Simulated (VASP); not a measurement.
All values below come from PBE GGA with D4 dispersion, VASP's PBE PAW potentials (set 64) (plane waves; VASP 6.6.1).

The input files of a VASP run:

### INCAR
```
SYSTEM = BaHfO3
PREC = Accurate
ENCUT = 520
EDIFF = 1E-7
NELM = 100
ALGO = Normal
LREAL = .FALSE.
LASPH = .TRUE.
ISMEAR = 0
SIGMA = 0.05
GGA = PE
IVDW = 13
LMAXMIX = 6
LWAVE = .FALSE.
LCHARG = .FALSE.
ISIF = 2
```

### POSCAR
```
BaHfO3
1
    4.2646521108     0.0000000000     0.0000000000
    0.0000000000     4.2646521108     0.0000000000
    0.0000000000     0.0000000000     4.2646521108
Ba Hf O
1 1 3
Direct
  0.0000000000   0.0000000000   0.0000000000
  0.5000000000   0.5000000000   0.5000000000
  0.5000000000   0.0000000000   0.5000000000
  0.0000000000   0.5000000000   0.5000000000
  0.5000000000   0.5000000000   0.0000000000
```

### KPOINTS
```
Automatic mesh
0
Gamma
5 5 5
0 0 0
```

POTCAR, in this order: Ba_sv Hf_pv O (PBE.64 set). Program: vasp_std.

What VASP printed:

OUTCAR:
```
 ion  position               nearest neighbor table
   1  0.000  0.000  0.000-   3 3.02   4 3.02   5 3.02   3 3.02   4 3.02   4 3.02   5 3.02   4 3.02
                             3 3.02   5 3.02   3 3.02   5 3.02   2 3.69   2 3.69   2 3.69   2 3.69
   2  0.500  0.500  0.500-   3 2.13   4 2.13   5 2.13   5 2.13   3 2.13   4 2.13   1 3.69   1 3.69
                             1 3.69   1 3.69   1 3.69   1 3.69   1 3.69   1 3.69
   3  0.500  0.000  0.500-   2 2.13   2 2.13   1 3.02   1 3.02   1 3.02   1 3.02
   4  0.000  0.500  0.500-   2 2.13   2 2.13   1 3.02   1 3.02   1 3.02   1 3.02
   5  0.500  0.500  0.000-   2 2.13   2 2.13   1 3.02   1 3.02   1 3.02   1 3.02
  LATTYP: Found a simple cubic cell.
 ALAT       =     4.2646521108
 Subroutine PRICEL returns:
 Original cell was already a primitive cell.
 Subroutine GETGRP returns: Found 48 space group operations
The static configuration has the point symmetry O_h .
The dynamic configuration has the point symmetry O_h .
 Subroutine INISYM returns: Found 48 space group operations
 Subroutine IBZKPT returns following result:
 Found     10 irreducible k-points:

 Following reciprocal coordinates:
            Coordinates               Weight
  0.000000  0.000000  0.000000      1.000000
  0.200000  0.000000  0.000000      6.000000
  0.400000  0.000000  0.000000      6.000000
  0.200000  0.200000  0.000000     12.000000
  0.400000  0.200000  0.000000     24.000000
  0.400000  0.400000  0.000000     12.000000
  0.200000  0.200000  0.200000      8.000000
  0.400000  0.200000  0.200000     24.000000
  0.400000  0.400000  0.200000     24.000000
  0.400000  0.400000  0.400000      8.000000
   k-points           NKPTS =     10   k-points in BZ     NKDIM =     10   number of bands    NBANDS=     23
   number of dos      NEDOS =    301   number of ions     NIONS =      5
   total plane-waves  NPLWV =  32768
   dimension x,y,z NGX =    32 NGY =   32 NGZ =   32
   dimension x,y,z NGXF=    64 NGYF=   64 NGZF=   64
   ions per type =               1   1   3
   PREC   = accura    normal or accurate (medium, high low for compatibility)
   ISTART =      0    job   : 0-new  1-cont  2-samecut
   ICHARG =      2    charge: 1-file 2-atom 10-const
   ISPIN  =      1    spin polarized calculation?
   LNONCOLLINEAR =      F non collinear calculations
   LSORBIT =      F    spin-orbit coupling
   INIWAV =      1    electr: 0-lowe 1-rand  2-diag
   ENCUT  =  520.0 eV  38.22 Ry    6.18 a.u.   7.93  7.93  7.93*2*pi/ulx,y,z
   NELM   =    100;   NELMIN=  2; NELMDL= -5     # of ELM steps
   EDIFF  = 0.1E-06   stopping-criterion for ELM
   LREAL  =      F    real-space projection
   NLSPLINE    = F    spline interpolate recip. space projectors
   LMAXMIX     =    6 max onsite mixed and CHGCAR
   VOSKOWN=      0    Vosko Wilk Nusair interpolation
   EDIFFG = 0.1E-05   stopping-criterion for IOM
   NSW    =      0    number of steps for IOM
   NBLOCK =      1;   KBLOCK =      1    inner block; outer block
   IBRION =     -1    ionic relax: 0-MD 1-quasi-New 2-CG
   NFREE  =      0    steps in history (QN), initial steepest desc. (CG)
   ISIF   =      2    stress and relaxation
   ISYM   =      2    0-nonsym 1-usesym 2-fastsym
   TEIN   =    0.0    initial temperature
   TEBEG  =    0.0;   TEEND  =   0.0 temperature during run
   SMASS  =  -3.00    Nose mass-parameter (am)
   PSTRESS=    0.0 pullay stress
   NELECT =      38.0000    total number of electrons
   EFERMI =   0.00;   METHOD = LEGACY
   ISMEAR =     0;   SIGMA  =   0.05  broadening in eV -4-tet -1-fermi 0-gaus
   IALGO  =     38    algorithm
   LDIAG  =      T    sub-space diagonalisation (order eigenvalues)
   IMIX   =      4    mixing-type and parameters
     AMIX     =   0.40;   BMIX     =  1.00
     AMIX_MAG =   1.60;   BMIX_MAG =  1.00
     AMIN     =   0.10
   GGA     = PE    functional components
   VOSKOWN =     0    Vosko Wilk Nusair interpolation
   LHFCALC =     F    Hartree Fock is set to
   LHFONE  =     F    Hartree Fock one center treatment
...
```

**OSZICAR**
```
       N       E                     dE             d eps       ncg     rms          rms(c)
DAV:   1     0.239373293400E+03    0.23937E+03   -0.21402E+04   460   0.160E+03
DAV:   2    -0.382897265645E+02   -0.27766E+03   -0.27290E+03   636   0.345E+02
DAV:   3    -0.504284907899E+02   -0.12139E+02   -0.12123E+02   582   0.737E+01
DAV:   4    -0.506660217508E+02   -0.23753E+00   -0.23748E+00   661   0.924E+00
DAV:   5    -0.506697618104E+02   -0.37401E-02   -0.37399E-02   626   0.871E-01    0.517E+01
DAV:   6    -0.436833764871E+02    0.69864E+01   -0.44837E+01   551   0.373E+01    0.477E+01
DAV:   7    -0.435335362720E+02    0.14984E+00   -0.26108E+00   625   0.103E+01    0.320E+01
DAV:   8    -0.435112680050E+02    0.22268E-01   -0.52066E-01   580   0.578E+00    0.582E+00
DAV:   9    -0.434885946866E+02    0.22673E-01   -0.12832E-01   565   0.225E+00    0.154E+00
DAV:  10    -0.434885436313E+02    0.51055E-04   -0.12196E-02   608   0.727E-01    0.783E-01
DAV:  11    -0.434883304301E+02    0.21320E-03   -0.10096E-03   594   0.213E-01    0.215E-01
DAV:  12    -0.434883731649E+02   -0.42735E-04   -0.10550E-04   664   0.707E-02    0.162E-01
DAV:  13    -0.434883775954E+02   -0.44304E-05   -0.22155E-05   597   0.293E-02    0.109E-02
DAV:  14    -0.434883777770E+02   -0.18166E-06   -0.11110E-06   618   0.704E-03    0.296E-03
DAV:  15    -0.434883777325E+02    0.44511E-07   -0.55366E-07   565   0.510E-03
   1 F= -.44407970E+02 E0= -.44407970E+02  d E =-.564499E-14
```

File OUTCAR:
```
------------------------ aborting loop because EDIFF is reached ----------------------------------------
  Edisp (eV):   -0.91959
  FORCE on cell =-STRESS in cart. coord.  units (eV):
  Direction    XX          YY          ZZ          XY          YZ          ZX
  --------------------------------------------------------------------------------------
  Total      -4.06463    -4.06463    -4.06463     0.00000    -0.00000     0.00000
  in kB     -83.96170   -83.96170   -83.96170     0.00000    -0.00000     0.00000
  external pressure =      -83.96 kB  Pullay stress =        0.00 kB
  volume of cell :       77.56
      direct lattice vectors                 reciprocal lattice vectors
     4.264652111  0.000000000  0.000000000     0.234485715  0.000000000  0.000000000
     0.000000000  4.264652111  0.000000000     0.000000000  0.234485715  0.000000000
     0.000000000  0.000000000  4.264652111     0.000000000  0.000000000  0.234485715
 POSITION                                       TOTAL-FORCE (eV/Angst)
 -----------------------------------------------------------------------------------
      0.00000      0.00000      0.00000         0.000000      0.000000      0.000000
      2.13233      2.13233      2.13233         0.000000      0.000000      0.000000
      2.13233      0.00000      2.13233         0.000000      0.000000      0.000000
      0.00000      2.13233      2.13233         0.000000      0.000000      0.000000
      2.13233      2.13233      0.00000         0.000000      0.000000      0.000000
 -----------------------------------------------------------------------------------
    total drift:                                0.000000     -0.000000     -0.000000
  FREE ENERGIE OF THE ION-ELECTRON SYSTEM (eV)
  ---------------------------------------------------
  free  energy   TOTEN  =       -44.4079701050 eV

  energy  without entropy=      -44.4079701050  energy(sigma->0) =      -44.40797011
```
(Selected blocks of OUTCAR.)

The compound is BaHfO3 in the cubic perovskite structure. This cell is one point of a volume scan, at 1.06 of the reference volume.
